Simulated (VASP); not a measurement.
Output of a VASP run:

File OUTCAR:
```
 ion  position               nearest neighbor table
   1  0.000  0.000  0.000-   3 2.86   4 2.86   5 2.86   3 2.86   4 2.86   4 2.86   5 2.86   4 2.86
                             3 2.86   5 2.86   3 2.86   5 2.86   2 3.51   2 3.51   2 3.51   2 3.51
   2  0.500  0.500  0.500-   3 2.02   4 2.02   5 2.02   5 2.02   3 2.02   4 2.02   1 3.51   1 3.51
                             1 3.51   1 3.51   1 3.51   1 3.51   1 3.51   1 3.51
   3  0.500  0.000  0.500-   2 2.02   2 2.02   1 2.86   1 2.86   1 2.86   1 2.86
   4  0.000  0.500  0.500-   2 2.02   2 2.02   1 2.86   1 2.86   1 2.86   1 2.86
   5  0.500  0.500  0.000-   2 2.02   2 2.02   1 2.86   1 2.86   1 2.86   1 2.86
  LATTYP: Found a simple cubic cell.
 ALAT       =     4.0487616452
 Subroutine PRICEL returns:
 Original cell was already a primitive cell.
 Subroutine GETGRP returns: Found 48 space group operations
The static configuration has the point symmetry O_h .
The dynamic configuration has the point symmetry O_h .
 Subroutine INISYM returns: Found 48 space group operations
 Subroutine IBZKPT returns following result:
 Found     20 irreducible k-points:

 Following reciprocal coordinates:
            Coordinates               Weight
  0.000000  0.000000  0.000000      1.000000
  0.166667  0.000000  0.000000      6.000000
  0.333333  0.000000  0.000000      6.000000
  0.500000  0.000000  0.000000      3.000000
  0.166667  0.166667  0.000000     12.000000
  0.333333  0.166667  0.000000     24.000000
  0.500000  0.166667  0.000000     12.000000
  0.333333  0.333333  0.000000     12.000000
  0.500000  0.333333  0.000000     12.000000
  0.500000  0.500000  0.000000      3.000000
  0.166667  0.166667  0.166667      8.000000
  0.333333  0.166667  0.166667     24.000000
  0.500000  0.166667  0.166667     12.000000
  0.333333  0.333333  0.166667     24.000000
  0.500000  0.333333  0.166667     24.000000
  0.500000  0.500000  0.166667      6.000000
  0.333333  0.333333  0.333333      8.000000
  0.500000  0.333333  0.333333     12.000000
  0.500000  0.500000  0.333333      6.000000
  0.500000  0.500000  0.500000      1.000000
   k-points           NKPTS =     20   k-points in BZ     NKDIM =     20   number of bands    NBANDS=     24
   number of dos      NEDOS =    301   number of ions     NIONS =      5
   total plane-waves  NPLWV =  27000
   dimension x,y,z NGX =    30 NGY =   30 NGZ =   30
   dimension x,y,z NGXF=    60 NGYF=   60 NGZF=   60
   ions per type =               1   1   3
   PREC   = accura    normal or accurate (medium, high low for compatibility)
   ISTART =      0    job   : 0-new  1-cont  2-samecut
   ICHARG =      2    charge: 1-file 2-atom 10-const
   ISPIN  =      1    spin polarized calculation?
   LNONCOLLINEAR =      F non collinear calculations
   LSORBIT =      F    spin-orbit coupling
   INIWAV =      1    electr: 0-lowe 1-rand  2-diag
   ENCUT  =  520.0 eV  38.22 Ry    6.18 a.u.   7.53  7.53  7.53*2*pi/ulx,y,z
   NELM   =    100;   NELMIN=  2; NELMDL= -5     # of ELM steps
   EDIFF  = 0.1E-06   stopping-criterion for ELM
   LREAL  =      F    real-space projection
   NLSPLINE    = F    spline interpolate recip. space projectors
   LMAXMIX     =    4 max onsite mixed and CHGCAR
   VOSKOWN=      0    Vosko Wilk Nusair interpolation
   EDIFFG = 0.1E-05   stopping-criterion for IOM
   NSW    =      0    number of steps for IOM
   NBLOCK =      1;   KBLOCK =      1    inner block; outer block
   IBRION =     -1    ionic relax: 0-MD 1-quasi-New 2-CG
   NFREE  =      0    steps in history (QN), initial steepest desc. (CG)
   ISIF   =      2    stress and relaxation
   ISYM   =      2    0-nonsym 1-usesym 2-fastsym
   TEIN   =    0.0    initial temperature
   TEBEG  =    0.0;   TEEND  =   0.0 temperature during run
   SMASS  =  -3.00    Nose mass-parameter (am)
   PSTRESS=    0.0 pullay stress
   NELECT =      40.0000    total number of electrons
   EFERMI =   0.00;   METHOD = LEGACY
   ISMEAR =     0;   SIGMA  =   0.05  broadening in eV -4-tet -1-fermi 0-gaus
   IALGO  =     38    algorithm
   LDIAG  =      T    sub-space diagonalisation (order eigenvalues)
   IMIX   =      4    mixing-type and parameters
     AMIX     =   0.40;   BMIX     =  1.00
     AMIX_MAG =   1.60;   BMIX_MAG =  1.00
...
```

OSZICAR:
```
       N       E                     dE             d eps       ncg     rms          rms(c)
DAV:   1     0.462431307112E+03    0.46243E+03   -0.21548E+04   960   0.180E+03
DAV:   2     0.256861259113E+01   -0.45986E+03   -0.45120E+03  1232   0.485E+02
DAV:   3    -0.411535796431E+02   -0.43722E+02   -0.43649E+02  1376   0.148E+02
DAV:   4    -0.433008556005E+02   -0.21473E+01   -0.21460E+01  1376   0.288E+01
DAV:   5    -0.433802712041E+02   -0.79416E-01   -0.79413E-01  1328   0.390E+00    0.227E+01
DAV:   6    -0.325065997944E+02    0.10874E+02   -0.77626E+01  1440   0.754E+01    0.104E+01
DAV:   7    -0.323957520649E+02    0.11085E+00   -0.13294E+01  1208   0.266E+01    0.629E+00
DAV:   8    -0.321626016943E+02    0.23315E+00   -0.10303E+00  1296   0.950E+00    0.288E+00
DAV:   9    -0.321883287242E+02   -0.25727E-01   -0.32708E-01  1264   0.464E+00    0.142E+00
DAV:  10    -0.321684468285E+02    0.19882E-01   -0.14266E-01  1280   0.387E+00    0.386E-01
DAV:  11    -0.321672012336E+02    0.12456E-02   -0.10031E-02  1200   0.643E-01    0.982E-02
DAV:  12    -0.321674396115E+02   -0.23838E-03   -0.18858E-03  1320   0.340E-01    0.128E-01
DAV:  13    -0.321671681010E+02    0.27151E-03   -0.13900E-03  1168   0.348E-01    0.873E-03
DAV:  14    -0.321671705138E+02   -0.24128E-05   -0.35383E-05  1128   0.526E-02    0.461E-03
DAV:  15    -0.321671707142E+02   -0.20034E-06   -0.20926E-06  1240   0.130E-02    0.402E-03
DAV:  16    -0.321671705338E+02    0.18036E-06   -0.10248E-06  1224   0.912E-03    0.460E-04
DAV:  17    -0.321671705257E+02    0.81131E-08   -0.29225E-08   528   0.151E-03
   1 F= -.32167171E+02 E0= -.32167171E+02  d E =-.442353E-20
```

File OUTCAR:
```
------------------------ aborting loop because EDIFF is reached ----------------------------------------
  FORCE on cell =-STRESS in cart. coord.  units (eV):
  Direction    XX          YY          ZZ          XY          YZ          ZX
  --------------------------------------------------------------------------------------
  Total       -1.9652786     -1.9652786     -1.9652786     -0.0000000     -0.0000000     -0.0000000
  in kB      -47.4425553    -47.4425553    -47.4425553     -0.0000000     -0.0000000     -0.0000000
  external PRESSURE =     -47.4425553 kB  Pullay stress =       0.0000000 kB
  volume of cell :       66.37
      direct lattice vectors                 reciprocal lattice vectors
     4.048761645  0.000000000  0.000000000     0.246989101  0.000000000  0.000000000
     0.000000000  4.048761645  0.000000000     0.000000000  0.246989101  0.000000000
     0.000000000  0.000000000  4.048761645     0.000000000  0.000000000  0.246989101
 POSITION                                       TOTAL-FORCE (eV/Angst)
 -----------------------------------------------------------------------------------
      0.00000      0.00000      0.00000         0.000000      0.000000      0.000000
      2.02438      2.02438      2.02438         0.000000      0.000000      0.000000
      2.02438      0.00000      2.02438         0.000000      0.000000      0.000000
      0.00000      2.02438      2.02438         0.000000      0.000000      0.000000
      2.02438      2.02438      0.00000         0.000000      0.000000      0.000000
 -----------------------------------------------------------------------------------
    total drift:                                0.000000      0.000000     -0.000000
  FREE ENERGIE OF THE ION-ELECTRON SYSTEM (eV)
  ---------------------------------------------------
  free  energy   TOTEN  =       -32.1671705257 eV

  energy  without entropy=      -32.1671705257  energy(sigma->0) =      -32.16717053
```
(Selected blocks of OUTCAR.)

### POSCAR
```
BaTiO3
1
    4.0487616452     0.0000000000     0.0000000000
    0.0000000000     4.0487616452     0.0000000000
    0.0000000000     0.0000000000     4.0487616452
Ba Ti O
1 1 3
Direct
  0.0000000000   0.0000000000   0.0000000000
  0.5000000000   0.5000000000   0.5000000000
  0.5000000000   0.0000000000   0.5000000000
  0.0000000000   0.5000000000   0.5000000000
  0.5000000000   0.5000000000   0.0000000000
```

Reconstruct the remaining input files.

This is not unique; one that fits is the input of the run itself, rev-vdW-DF2, plane waves, VASP's PBE PAW potentials (set 64).

KPOINTS:
```
Automatic mesh
0
Gamma
6 6 6
0 0 0
```

INCAR:
```
SYSTEM = BaTiO3
PREC = Accurate; ENCUT = 520; LREAL = .FALSE.
LASPH = .TRUE.
EDIFF = 1E-7; NELM = 100; ALGO = Normal
LMAXMIX = 4
ISMEAR = 0; SIGMA = 0.05
GGA = MK; LUSE_VDW = .TRUE.; AGGAC = 0.0
PARAM1 = 0.1234568; PARAM2 = 0.7114; ZAB_VDW = -1.8867
ISIF = 2
LWAVE = .FALSE.; LCHARG = .FALSE.
```

POTCAR, in this order: Ba_sv Ti_sv O (PBE.64 set). Program: vasp_std.

The compound is BaTiO3 in the cubic perovskite structure, the ideal cubic form; the compound distorts at low or room temperature. This cell is one point of a volume scan, at 1.03 of the reference volume.
